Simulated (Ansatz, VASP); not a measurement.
**SiC (Moissanite): VASP beside Ansatz**

One calculation is typed for both programs; each brings its own data sets. How far apart do they land? The cell is taken from a series of runs on this material, whose earlier steps may have relaxed, scaled, displaced or heated it; both programs get it as it stands.

Program: Ansatz 0.2.0. Level of theory: plane waves, with VASP 6.6.1 beside it; HSE06, spin-orbit coupling. Results are calculated unless marked as measured.

### 1. The starting structure

Symmetry: P6_3mc, No. 186, hexagonal system. Conventional cell: a = 3.081 Å, b = 3.081 Å, c = 15.125 Å, α = 90.00°, β = 90.00°, γ = 120.00°. Nearest to Si lie 4 C at 1.88 to 1.90 Å. Si has 4 C at 1.89 Å nearest. C has 4 Si at 1.88 to 1.89 Å nearest. C has 4 Si at 1.89 Å nearest. Nearest to C lie 4 Si at 1.89 to 1.90 Å. Farther neighbours are not listed.

### 2. Ansatz: single point, HSE06, spin-orbit coupling

Ansatz runs on its fully relativistic PAW (standard-fr) files.

With cell and atoms fixed, the geometry can't cause a difference; cores, projectors, grids and the points listed under the comparison can.

The input, input.yaml:

```yaml
crystal:
  lattice:
    - [3.081, 0.0, 0.0]
    - [-1.5405, 2.6682242691, 0.0]
    - [0.0, 0.0, 15.1248]
  atoms:
    - { symbol: Si, position: [0.0, 0.0, 0.0] }
    - { symbol: Si, position: [0.0, 0.0, 0.5] }
    - { symbol: Si, position: [0.3333333333, 0.6666666667, 0.1664] }
    - { symbol: Si, position: [0.6666666667, 0.3333333333, 0.6664] }
    - { symbol: Si, position: [0.6666666667, 0.3333333333, 0.3329] }
    - { symbol: Si, position: [0.3333333333, 0.6666666667, 0.8329] }
    - { symbol: C, position: [0.3333333333, 0.6666666667, 0.0412] }
    - { symbol: C, position: [0.6666666667, 0.3333333333, 0.5412] }
    - { symbol: C, position: [0.6666666667, 0.3333333333, 0.208] }
    - { symbol: C, position: [0.3333333333, 0.6666666667, 0.708] }
    - { symbol: C, position: [0.0, 0.0, 0.3746] }
    - { symbol: C, position: [0.0, 0.0, 0.8746] }
kpoints:
  mp_grid: { grid: [6, 6, 2] }
  band_path:
    path:
      - [0.0, 0.0, 0.0]
      - [0.5, 0.0, 0.0]
      - [0.33333333, 0.33333333, 0.0]
      - [0.0, 0.0, 0.5]
      - [0.5, 0.0, 0.5]
      - [0.33333333, 0.33333333, 0.5]
      - [0.5, 0.0, 0.2]
    npoints: 1
hamiltonian:
  xc: hse06
scf:
  occupations: { method: fermi_dirac, width: 0.02 }
  n_extra_bands: 16
magnetization:
  noncollinear: true
  spin_orbit: true
output:
  eigenvalues: true
```

The run is started by

```
> ansatz run input.yaml --threads 3 --pin off --max-ram 92160MiB --backend cuda --events-out ev --progress --plain --runs-dir out --devices 1 --max-vram 13GiB
```

Numbers of over 12 decimals in the logs are rounded to 6 here.

Output:

```text
scf.n_extra_bands = 16 over 48 filled bands (N_el = 48.0): the run solves 64 bands
GPUs: using 1 of 1 available (devices: 1).
Engine: ansatz 0.2.0, x86_64-unknown-linux-gnu
Pseudopotentials: kind: paw_fr
Pseudopotential: Si, paw_fr, valence charge 4, recommended cutoff 420 eV (normal), Si.paw.azcp#standard-fr
Pseudopotential: C, paw_fr, valence charge 4, recommended cutoff 420 eV (normal), C.paw.azcp#standard-fr
Functional definition: HSE06
  parameter a = 0.25
  parameter omega = 0.11/bohr
  exchange = pbe_x - a*pbe_x_sr(omega) + a*exact_x_sr(omega)
  correlation = pbe_c
non-collinear run that drives no moment, with spin-orbit: no starting moment large enough to seed its density (crystal.atoms[].spin), no starting occupations that ask for one, no magnetisation constraint and no magnetic field, so the semilocal B_xc is pinned to zero
device memory: the entry about to start is reckoned to put 4.4 GiB on a device that reports 45.9 GiB free (of which the cap on the GPU budget leaves the run 13.0 GiB)
GPU FFT provider: cuFFT
GPU libraries: cuBLAS 13.8.2, cuFFT 12.4.0, cuSOLVER 12.3.4
Crystal: 12 atoms, lattice volume = 124.338 Å³
Basis set: ecut = 420 eV, 2415 PW (Γ)
Bands: 64, of which v1, the nominal top of the filled ones, is band 48 counted from 1 (47 counted from 0)
Symmetry: 12 space group operations + 12 with time reversal
Magnetic group: BNS 186.204 (UNI 1434), of the structure as read, at distance tolerance 5.0e-5 Å
k-points: 14 of 72
Projection manifold: j_resolved (fully-relativistic pseudo-atomic orbitals)
Non-local potential: Si, projectors of the file, l = 0: 2, l = 1: 4, l = 2: 4
Non-local potential: C, projectors of the file, l = 0: 2, l = 1: 4, l = 2: 2
PAW form: soft (Blöchl's): semilocal exchange-correlation on the pseudo side does not see the compensation charge
PAW frozen core: Si, regenerated for the run's functional, and the local potential with it (the file was generated under x = pbe(κ = 0.804, μ = 0.219515), c = pbe(β = 0.066725))
PAW frozen core: C, regenerated for the run's functional, and the local potential with it (the file was generated under x = pbe(κ = 0.804, μ = 0.219515), c = pbe(β = 0.066725))
PAW one-centre angular grid: Si, 110 points (default); XC on 64 Gauss nodes
PAW one-centre angular grid: C, 110 points (default); XC on 64 Gauss nodes
Initial density: superposition of atomic densities (chi_scale 0.1, normalization cell, long waves kept (reshape's long-wave potential 0.00 eV rms))
Initial wavefunctions: pseudopotential atomic-orbital guess
GPU buffer pool allocated for 62208 grid points (all kernels)
GPU transforms: local potential and band sums: pruned to the plane-wave sphere, on 24×24×108
Functional: x = pbe(κ = 0.804, μ = 0.219515), c = pbe(β = 0.066725), warm-up for x = pbe(κ = 0.804, μ = 0.219515) + 0.25 (exact − pbe) at short range (hse, ω = 0.207870 Å⁻¹), c = pbe(β = 0.066725); HSE06 as pw.x's `hse` composes it (authors' and Libxc's form: `xc: wpbeh`)
SCF iter   1: F=—  HF=-5331.693086 eV  |F-HF|=—  |Δ(HF+E_count)|=         —  Δρ=1.40e-1  dr2=2.96e1  dr2_m=0.00e0 (ungated)  ethr=1.00e-1  |M|=0.00e0 ∫|m|=0.00e0 μB  |m|>n=0.0e0 m-floor=0.0e0 τ_xc=0.0e0  β_m=0.30  ⟨swp⟩=4.7  Hψ=4360  notcnv=0
preconditioner: auto → none  [insulator: Δε(μ)=3.772 eV  Ē_g=12.054 eV  σ=0.020 eV  W_gap=1.00  n_scr=10 (ndim 8)  ℏωp=23.1 eV  f_vac=0.000  D(μ)=0.00/eV (n_scr^D=0)]
SCF iter   2: F=—  HF=-5323.471563 eV  |F-HF|=—  |Δ(HF+E_count)|=    8.22e0  Δρ=5.50e-2  dr2=3.82e0  dr2_m=0.00e0 (ungated)  ethr=6.16e-2  |M|=0.00e0 ∫|m|=0.00e0 μB  |m|>n=0.0e0 m-floor=0.0e0 τ_xc=0.0e0  β_m=0.38  ⟨swp⟩=3.1  Hψ=1866  notcnv=0  defer=4
iter 3 solved again at ethr=7.95e-4 eV; its pass at ethr=7.96e-3 eV (dr2=3.82e-1 eV) is discarded
SCF iter   3: F=—  HF=-5322.940715 eV  |F-HF|=—  |Δ(HF+E_count)|=   5.31e-1  Δρ=2.46e-2  dr2=3.81e-1  dr2_m=0.00e0 (ungated)  ethr=7.95e-4  |M|=0.00e0 ∫|m|=0.00e0 μB  |m|>n=0.0e0 m-floor=0.0e0 τ_xc=0.0e0  β_m=0.69  ⟨swp⟩=2.8  Hψ=4624  notcnv=0
SCF iter   4: F=—  HF=-5322.953854 eV  |F-HF|=—  |Δ(HF+E_count)|=   1.31e-2  Δρ=9.17e-3  dr2=1.41e-1  dr2_m=0.00e0 (ungated)  ethr=7.95e-4  |M|=0.00e0 ∫|m|=0.00e0 μB  |m|>n=0.0e0 m-floor=0.0e0 τ_xc=0.0e0  β_m=0.55  ⟨swp⟩=4.4  Hψ=2547  notcnv=0  defer=4
SCF iter   5: F=—  HF=-5322.921652 eV  |F-HF|=—  |Δ(HF+E_count)|=   3.22e-2  Δρ=4.44e-3  dr2=3.02e-2  dr2_m=0.00e0 (ungated)  ethr=2.94e-4  |M|=0.00e0 ∫|m|=0.00e0 μB  |m|>n=0.0e0 m-floor=0.0e0 τ_xc=0.0e0  β_m=0.42  ⟨swp⟩=5.6  Hψ=2405  notcnv=0  defer=8
SCF iter   6: F=—  HF=-5322.915431 eV  |F-HF|=—  |Δ(HF+E_count)|=   6.22e-3  Δρ=2.46e-3  dr2=7.79e-3  dr2_m=0.00e0 (ungated)  ethr=6.30e-5  |M|=0.00e0 ∫|m|=0.00e0 μB  |m|>n=0.0e0 m-floor=0.0e0 τ_xc=0.0e0  β_m=0.71  ⟨swp⟩=4.1  Hψ=2031  notcnv=0  defer=16
[...]
SCF iter   3: F=—  HF=-5326.558171 eV  |F-HF|=—  |Δ(HF+E_count)|=   1.50e-2  Δρ=1.07e-3  dr2=9.27e-4  dr2_m=0.00e0 (ungated)  ethr=7.49e-6  |M|=0.00e0 ∫|m|=0.00e0 μB  |m|>n=0.0e0 m-floor=0.0e0 τ_xc=0.0e0  β_m=0.64  ⟨swp⟩=4.8  Hψ=2883  notcnv=0
SCF iter   4: F=—  HF=-5326.558020 eV  |F-HF|=—  |Δ(HF+E_count)|=   1.51e-4  Δρ=2.61e-4  dr2=1.50e-4  dr2_m=0.00e0 (ungated)  ethr=1.82e-6  |M|=0.00e0 ∫|m|=0.00e0 μB  |m|>n=0.0e0 m-floor=0.0e0 τ_xc=0.0e0  β_m=0.61  ⟨swp⟩=3.0  Hψ=1780  notcnv=0
SCF iter   5: F=—  HF=-5326.558433 eV  |F-HF|=—  |Δ(HF+E_count)|=   4.14e-4  Δρ=2.19e-4  dr2=9.82e-5  dr2_m=0.00e0 (ungated)  ethr=2.10e-7  |M|=0.00e0 ∫|m|=0.00e0 μB  |m|>n=0.0e0 m-floor=0.0e0 τ_xc=0.0e0  β_m=0.61  ⟨swp⟩=4.4  Hψ=2569  notcnv=0
SCF iter   6: F=-5326.558397 eV  HF=-5326.558408 eV  |F-HF|=1.13e-5  |Δ(HF+E_count)|=   2.54e-5  Δρ=6.07e-5  dr2=1.57e-5  dr2_m=0.00e0 (ungated)  ethr=1.98e-7  |M|=0.00e0 ∫|m|=0.00e0 μB  |m|>n=0.0e0 m-floor=0.0e0 τ_xc=0.0e0  ⟨swp⟩=3.0  Hψ=1946  notcnv=0
SCF 2 stopped early in 6 iterations: F = -5326.558397 eV  dr2 = 1.57e-5
  greatest PAW one-centre occupation: 0.646 electrons in one spin orbital (limit 2), on the C atom at site 7 (counted from 0), in its partial waves of l = 0
hybrid outer 1: dexx = +1.735e-2 eV, tail = 4.12e-5 eV
GPU FFT provider: cuFFT
GPU libraries: cuBLAS 13.8.2, cuFFT 12.4.0, cuSOLVER 12.3.4
Projection manifold: j_resolved (fully-relativistic pseudo-atomic orbitals)
GPU buffer pool allocated for 62208 grid points (all kernels)
GPU transforms: local potential and band sums: pruned to the plane-wave sphere, on 24×24×108
Exchange kernel: α = 0.2500, screened, ω = 0.2079 Å⁻¹, Wigner–Seitz truncation, v(0) = 1043.5936 eV·Å³, q-mesh 6×6×2, nearest image of the exchange supercell L = 18.49 Å, pair-density grid 15×15×72, without the augmentation charges, whose exchange is taken in its separable form by FFT convolution over the k-point mesh (sized by the pseudopotential files, 18×18×108 at the most), smooth part of the exact exchange by density-matrix convolution in up to 5.94 GiB of GPU memory as planned if the GPU has room (build and FFT work areas not counted)
Frozen-core exchange: fock
SCF iter   1: F=—  HF=-5326.558243 eV  |F-HF|=—  |Δ(HF+E_count)|=         —  Δρ=4.03e-5  dr2=2.12e-6  dr2_m=0.00e0 (ungated)  ethr=4.29e-7  |M|=0.00e0 ∫|m|=0.00e0 μB  |m|>n=0.0e0 m-floor=0.0e0 τ_xc=0.0e0  β_m=0.30  ⟨swp⟩=5.9  Hψ=2229  notcnv=0
preconditioner: auto → none  [insulator: Δε(μ)=2.898 eV  Ē_g=12.847 eV  σ=0.020 eV  W_gap=1.00  n_scr=10 (ndim 8)  ℏωp=23.1 eV  f_vac=0.000  D(μ)=0.00/eV (n_scr^D=0)]
SCF iter   2: F=—  HF=-5326.558242 eV  |F-HF|=—  |Δ(HF+E_count)|=   1.94e-7  Δρ=1.57e-5  dr2=2.61e-7  dr2_m=0.00e0 (ungated)  ethr=3.55e-9  |M|=0.00e0 ∫|m|=0.00e0 μB  |m|>n=0.0e0 m-floor=0.0e0 τ_xc=0.0e0  β_m=0.45  ⟨swp⟩=3.2  Hψ=2120  notcnv=0
SCF iter   3: F=—  HF=-5326.558243 eV  |F-HF|=—  |Δ(HF+E_count)|=   5.87e-7  Δρ=7.58e-6  dr2=1.14e-7  dr2_m=0.00e0 (ungated)  ethr=3.76e-10  |M|=0.00e0 ∫|m|=0.00e0 μB  |m|>n=0.0e0 m-floor=0.0e0 τ_xc=0.0e0  β_m=0.45  ⟨swp⟩=5.2  Hψ=2491  notcnv=0  defer=7
iter 4 solved again at ethr=2.17e-11 eV; its pass at ethr=2.27e-10 eV (dr2=1.04e-8 eV) is discarded
SCF iter   4: F=-5326.558243 eV  HF=-5326.558243 eV  |F-HF|=8.54e-9  |Δ(HF+E_count)|=   2.62e-8  Δρ=2.49e-6  dr2=1.09e-8  dr2_m=0.00e0 (ungated)  ethr=2.17e-11  |M|=0.00e0 ∫|m|=0.00e0 μB  |m|>n=0.0e0 m-floor=0.0e0 τ_xc=0.0e0  ⟨swp⟩=3.4  Hψ=3790  notcnv=0
SCF 3 converged in 4 iterations: F = -5326.558243 eV  dr2 = 1.09e-8
hybrid outer 2: dexx = +6.432e-7 eV, tail = 2.66e-8 eV, Δε = 1.74e-3 eV (about 5.35e-5 eV left of the loop's levels)
device memory: the entry about to start is reckoned to put 1.5 GiB on a device that reports 63.3 GiB free (of which the cap on the GPU budget leaves the run 13.0 GiB)
NSCF: frozen V_eff on 7 k-points
hybrid SCF converged: 2 outer / 10 inner (+7 warm-up), last move |dexx| = 6.43e-7 eV, tail = 2.66e-8 eV
Magnetization: |M| = 0.0000 μB,  M = (+0.0000, +0.0000, +0.0000) μB
Absolute magnetization: 0.0000 μB (∫|m|)
  site 0: m = (+0.0000, +0.0000, +0.0000) μB, |m| = 0.0000 μB  (R = 0.78 Å)
  site 1: m = (+0.0000, +0.0000, +0.0000) μB, |m| = 0.0000 μB  (R = 0.78 Å)
  site 2: m = (+0.0000, +0.0000, +0.0000) μB, |m| = 0.0000 μB  (R = 0.78 Å)
  site 3: m = (+0.0000, +0.0000, +0.0000) μB, |m| = 0.0000 μB  (R = 0.78 Å)
  site 4: m = (+0.0000, +0.0000, +0.0000) μB, |m| = 0.0000 μB  (R = 0.78 Å)
  site 5: m = (+0.0000, +0.0000, +0.0000) μB, |m| = 0.0000 μB  (R = 0.78 Å)
  site 6: m = (+0.0000, +0.0000, +0.0000) μB, |m| = 0.0000 μB  (R = 0.78 Å)
  site 7: m = (+0.0000, +0.0000, +0.0000) μB, |m| = 0.0000 μB  (R = 0.78 Å)
  site 8: m = (+0.0000, +0.0000, +0.0000) μB, |m| = 0.0000 μB  (R = 0.78 Å)
  site 9: m = (+0.0000, +0.0000, +0.0000) μB, |m| = 0.0000 μB  (R = 0.78 Å)
  site 10: m = (+0.0000, +0.0000, +0.0000) μB, |m| = 0.0000 μB  (R = 0.78 Å)
  site 11: m = (+0.0000, +0.0000, +0.0000) μB, |m| = 0.0000 μB  (R = 0.78 Å)
Free energy (F): -5326.558243 eV
Frozen-core exchange: fock
Harris-Foulkes:  -5326.558243 eV  (|F-HF|=8.54e-9)
Internal energy: -5326.558243 eV  (E = F + TS)
E sigma→0 (E₀):  -5326.558243 eV
Fermi energy:    10.357891 eV
--- Per-component energies (eV) ---
  E_band       = 114.186303
  E_kinetic    = 813.836054
  E_local      = -622.031179  (includes V_loc(G=0)·N_el)
  E_nonlocal   = 303.196101
  E_hartree    = 193.820495
  E_xc         = -514.221017
  E_vxc        = -529.987104  (∫ρ·V_xc dr)
  E_exx        = -91.166643  (= α·E_x^exact, valence–valence)
  E_paw        = -3702.518009  (= ΣΔE_a)
  E_vpaw       = -56.135285  (= ΣTr[D̂ρ^β])
  E_aug_tail   = 0.000068  (compensation charges beyond the density's cutoff)
  E_ewald      = -1707.016885
  E_core_change = -0.457230  (= ΣΔE_core)
  E_smearing   = -0.000000  (= −TS)
  E_closure    = 0.000000  (closes the sum)
  Σ components = -5326.558243   (vs F -5326.558243, Δ=0.00e0)
--- Band table (eV; the first three rows and the last of 14) ---
  k-point 0: bands = [... 44 lower, 8.9065, 8.9065, 8.9150, 8.9150, 15.2609, 15.2609, 15.4425, 15.4425, ... 12 higher]
  k-point 1: bands = [... 44 lower, 8.8123, 8.8123, 8.8123, 8.8123, 15.3315, 15.3315, 15.3315, 15.3315, ... 12 higher]
  k-point 2: bands = [... 44 lower, 8.5494, 8.5536, 8.6487, 8.6488, 14.7280, 14.7305, 15.1320, 15.1345, ... 12 higher]
  k-point 13: bands = [... 44 lower, 6.4613, 6.4613, 6.4623, 6.4623, 13.5689, 13.5689, 13.5716, 13.5716, ... 12 higher]
```

(Continued in part 2 of 2.)

[Lines on the potential files, build, host, timing and source positions are cut from VASP's logs without a mark.]

[Logs are printed without paths, hosts, clocks, repeated set-up lines and the standing remarks that a program may print on its own settings, such as how far it seeks lower states.]

[Hosts, paths, dates, database ids (printed as entryN), source tags and the programs' standing remarks are cut or masked in the printed files.]
